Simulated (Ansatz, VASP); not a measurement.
## One calculation of NaSb2Au, two programs

```
Na Sb Au
1.0
     4.35730    0.00000    0.00000
    -2.17865    3.77354    0.00000
     0.00000    0.00000    6.81847
Na Sb Au
1 2 1
Direct
  0.00000 0.00000 0.50000
  0.66667 0.33333 0.81632
  0.33333 0.66667 0.18368
  0.00000 0.00000 0.00000
```

The cell was built by a generator and needn't be a form met in nature.

Alike in both runs: task single point; functional HSE(alpha, omega); k mesh 4 × 4 × 2; occupations fermi-dirac, width 0.05 eV; no spin polarisation.

|  | VASP | Ansatz |
| --- | --- | --- |
| version | VASP 6.6.1 | Ansatz 0.2.0 |
| potentials or method | VASP PAW PBE potentials, release 64 (Na_pv, Sb, Au) | Ansatz PAW |
| plane-wave cutoff (eV) | 520 | 420 |
| valence electrons in the cell | 28 | 58 |

```tsv
	VASP	Ansatz	Ansatz less VASP
gap on the k mesh at the Fermi level (eV)	none	none	-
pressure (GPa)	-5.4	-3.3	+2.13
largest component of the traceless stress (GPa)	2.08	2.23	+0.149
rms of the force components (eV/Å)	0.313	0.180	-0.1326
```

Atom by atom the forces differ by 0.133 eV/Å (rms over components). A gap of «none» marks a metal or a gap that the smearing closes. The two sets of potentials don't hold the same shells in valence.

Caveats: the k mesh is coarse (spacing up to 0.46 Å⁻¹), so the values aren't converged, least of all with exact exchange; the PAW data sets were made with another functional, which shifts forces and pressure a little (VASP); the PAW data sets come from PBE, with cores solved anew for the run's functional, which leaves a small shift of forces and pressure (Ansatz); the thresholds are loose for stress (Ansatz). The runs have no spin-orbit coupling, so splittings on Au, Sb are missing.
